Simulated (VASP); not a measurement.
All values below come from TPSS meta-GGA, VASP's PBE PAW potentials (set 64) (plane waves; VASP 6.6.1).

Input for VASP

File KPOINTS:
```
Automatic mesh
0
Gamma
14 14 14
0 0 0
```

File POSCAR:
```
Al
1.0
  0.0000000000   2.0250000000   2.0250000000
  2.0250000000   0.0000000000   2.0250000000
  2.0250000000   2.0250000000   0.0000000000
Al
1
Direct
  0.0000000000   0.0000000000   0.0000000000
```

### INCAR
```
! general
SYSTEM  = Al
PREC    = Accurate
ENCUT   = 520
LREAL   = .False.   ! projection in real space or not
LASPH   = .True.   ! aspherical one-centre terms

! electronic loop
EDIFF   = 1E-6   ! SCF stop (eV)
NELM    = 100   ! most electronic steps
ALGO    = Normal
LMIXTAU = .True.

! smearing
ISMEAR  = 1
SIGMA   = 0.1   ! width (eV)

! functional
METAGGA = TPSS

! ions
IBRION  = 2   ! conjugate gradients
NSW     = 60
ISIF    = 3
EDIFFG  = -0.01

! output
LWAVE   = .False.
LCHARG  = .False.
```

POTCAR, in this order: Al (PBE.64 set). Program: vasp_std.

What VASP printed:

OSZICAR:
```
       N       E                     dE             d eps       ncg     rms          rms(c)
DAV:   1     0.151134300066E+02    0.15113E+02   -0.15354E+03  1505   0.840E+02
DAV:   2     0.629093431047E+01   -0.88225E+01   -0.84685E+01  2070   0.158E+02
DAV:   3     0.589341346120E+01   -0.39752E+00   -0.35748E+00  2050   0.345E+01
DAV:   4     0.587173626520E+01   -0.21677E-01   -0.21689E-01  2075   0.876E+00
DAV:   5     0.587023661231E+01   -0.14997E-02   -0.14999E-02  2075   0.241E+00    0.177E+00
DAV:   6    -0.792110756073E+01   -0.13791E+02   -0.28103E+01  1040   0.527E+01    0.167E+00
DAV:   7    -0.780780190721E+01    0.11331E+00   -0.34478E-01  1660   0.107E+01    0.263E+00
DAV:   8    -0.765398775107E+01    0.15381E+00   -0.58194E-01  1060   0.152E+01    0.309E+00
DAV:   9    -0.785630367997E+01   -0.20232E+00   -0.57208E-01  1050   0.112E+01    0.849E+00
DAV:  10    -0.789678929538E+01   -0.40486E-01   -0.13468E-01  1075   0.582E+00    0.629E+00
DAV:  11    -0.789597549053E+01    0.81380E-03   -0.74493E-03  1330   0.153E+00    0.483E+00
DAV:  12    -0.790077530862E+01   -0.47998E-02   -0.83494E-03  1080   0.156E+00    0.611E-01
DAV:  13    -0.790660526647E+01   -0.58300E-02   -0.48607E-04  1225   0.377E-01    0.202E-01
DAV:  14    -0.773137878314E+01    0.17523E+00   -0.38646E+00  1040   0.647E+01    0.321E-01
DAV:  15     0.384750108228E+03    0.39248E+03   -0.13934E+05  1040   0.525E+06    0.321E-01
DAV:  16    -0.218691205797E+02   -0.40662E+03   -0.13509E+02  1910   0.286E+01    0.187E+02
DAV:  17    -0.790795578636E+01    0.13961E+02   -0.26053E+02  1150   0.789E+01    0.130E+00
DAV:  18    -0.791366586449E+01   -0.57101E-02   -0.15559E-02  1235   0.209E+00    0.328E-01
DAV:  19    -0.790781550523E+01    0.58504E-02   -0.48787E-03  1165   0.956E-01    0.596E-01
DAV:  20    -0.790775968297E+01    0.55822E-04   -0.19843E-04  1210   0.249E-01    0.399E-01
DAV:  21    -0.790809045188E+01   -0.33077E-03   -0.78720E-05  1105   0.164E-01    0.343E-01
DAV:  22    -0.790809318063E+01   -0.27287E-05   -0.19891E-05  1195   0.684E-02    0.386E-01
DAV:  23    -0.790811591525E+01   -0.22735E-04   -0.56826E-06  1145   0.336E-02    0.426E-01
DAV:  24    -0.790810597116E+01    0.99441E-05   -0.25527E-06  1130   0.234E-02    0.446E-01
DAV:  25    -0.790810752920E+01   -0.15580E-05   -0.12850E-07   600   0.566E-03    0.444E-01
DAV:  26    -0.790809936357E+01    0.81656E-05   -0.26858E-07   560   0.849E-03    0.447E-01
DAV:  27    -0.790809305391E+01    0.63097E-05   -0.14677E-07   550   0.707E-03    0.446E-01
DAV:  28    -0.790808578618E+01    0.72677E-05   -0.86972E-08   535   0.539E-03    0.447E-01
DAV:  29    -0.790809244890E+01   -0.66627E-05   -0.95151E-08   525   0.471E-03    0.446E-01
DAV:  30    -0.790808336677E+01    0.90821E-05   -0.20443E-07   535   0.603E-03    0.442E-01
DAV:  31    -0.790810340447E+01   -0.20038E-04   -0.11803E-06  1045   0.167E-02    0.419E-01
DAV:  32    -0.790810916351E+01   -0.57590E-05   -0.45895E-07   560   0.117E-02    0.395E-01
DAV:  33    -0.790811249848E+01   -0.33350E-05   -0.95988E-07  1050   0.121E-02    0.318E-01
DAV:  34    -0.790811693698E+01   -0.44385E-05   -0.53500E-06  1050   0.402E-02    0.170E-01
DAV:  35    -0.790811375127E+01    0.31857E-05   -0.73607E-07  1065   0.135E-02    0.757E-02
DAV:  36    -0.790810915654E+01    0.45947E-05   -0.18345E-07   535   0.647E-03    0.238E-02
DAV:  37    -0.790811453044E+01   -0.53739E-05   -0.13974E-07   530   0.568E-03    0.474E-03
DAV:  38    -0.790811813816E+01   -0.36077E-05   -0.13716E-07   520   0.623E-03    0.770E-03
DAV:  39    -0.790812283892E+01   -0.47008E-05   -0.32255E-07   520   0.977E-03    0.721E-03
DAV:  40    -0.790812433199E+01   -0.14931E-05   -0.16270E-07   520   0.725E-03    0.415E-03
DAV:  41    -0.790812475907E+01   -0.42708E-06   -0.37587E-08   520   0.355E-03
   1 F= -.79081248E+01 E0= -.79082430E+01  d E =-.790812E+01
       N       E                     dE             d eps       ncg     rms          rms(c)
DAV:   1    -0.791227148378E+01   -0.41472E-02   -0.72145E-02  1335   0.173E+00    0.396E-01
DAV:   2    -0.791247114535E+01   -0.19966E-03   -0.61333E-04  1085   0.204E-01    0.831E-02
DAV:   3    -0.791235561195E+01    0.11553E-03   -0.65770E-05  1225   0.587E-02    0.534E-02
DAV:   4    -0.791214713982E+01    0.20847E-03   -0.51493E-05  1225   0.523E-02    0.334E-02
DAV:   5    -0.791233715290E+01   -0.19001E-03   -0.19429E-05  1060   0.336E-02    0.147E-02
DAV:   6    -0.791236375423E+01   -0.26601E-04   -0.20369E-06  1050   0.113E-02    0.736E-04
DAV:   7    -0.791236429161E+01   -0.53738E-06   -0.12324E-07   540   0.344E-03
   2 F= -.79123643E+01 E0= -.79123581E+01  d E =-.423953E-02
       N       E                     dE             d eps       ncg     rms          rms(c)
DAV:   1    -0.791256604062E+01   -0.20229E-03   -0.20857E-03  1330   0.294E-01    0.675E-02
DAV:   2    -0.791256830575E+01   -0.22651E-05   -0.18423E-05  1085   0.347E-02    0.141E-02
DAV:   3    -0.791256413740E+01    0.41684E-05   -0.18846E-06  1235   0.100E-02    0.893E-03
DAV:   4    -0.791255600753E+01    0.81299E-05   -0.16023E-06  1080   0.920E-03    0.556E-03
DAV:   5    -0.791256265182E+01   -0.66443E-05   -0.64463E-07   985   0.613E-03    0.257E-03
DAV:   6    -0.791256345139E+01   -0.79957E-06   -0.64138E-08   520   0.208E-03
   3 F= -.79125635E+01 E0= -.79125817E+01  d E =-.443869E-02
```

OUTCAR:
```
------------------------ aborting loop because EDIFF is reached ----------------------------------------
  FORCE on cell =-STRESS in cart. coord.  units (eV):
  Direction    XX          YY          ZZ          XY          YZ          ZX
  --------------------------------------------------------------------------------------
  Total        0.0005821      0.0005821      0.0005821      0.0000000     -0.0000000      0.0000000
  in kB        0.0580158      0.0580158      0.0580158      0.0000000     -0.0000000      0.0000000
  external PRESSURE =       0.0580158 kB  Pullay stress =       0.0000000 kB
  volume of cell :       16.08
      direct lattice vectors                 reciprocal lattice vectors
     0.000000000  2.003160293  2.003160293    -0.249605587  0.249605587  0.249605587
     2.003160293 -0.000000000  2.003160293     0.249605587 -0.249605587  0.249605587
     2.003160293  2.003160293  0.000000000     0.249605587  0.249605587 -0.249605587
 POSITION                                       TOTAL-FORCE (eV/Angst)
 -----------------------------------------------------------------------------------
      0.00000     -0.00000      0.00000         0.000000      0.000000      0.000000
 -----------------------------------------------------------------------------------
    total drift:                                0.000000      0.000000     -0.000000
  FREE ENERGIE OF THE ION-ELECTRON SYSTEM (eV)
  ---------------------------------------------------
  free  energy   TOTEN  =        -7.9125634514 eV

  energy  without entropy=       -7.9126182827  energy(sigma->0) =       -7.91258173

 reached required accuracy - stopping structural energy minimisation
```
(Selected blocks of OUTCAR.)

**CONTCAR**
```
Al
   1.00000000000000
     0.0000000000000000    2.0031602934174946    2.0031602934174946
     2.0031602934174946   -0.0000000000000000    2.0031602934174946
     2.0031602934174946    2.0031602934174946    0.0000000000000000
  Al
     1
Direct
     0.0000000000000000    0.0000000000000000    0.0000000000000000
```

Energy and stress use the plane-wave basis of the starting cell.

The compound is Al in the fcc structure. This run relaxes it. Symmetry was kept, so distortions that lower it aren't found.
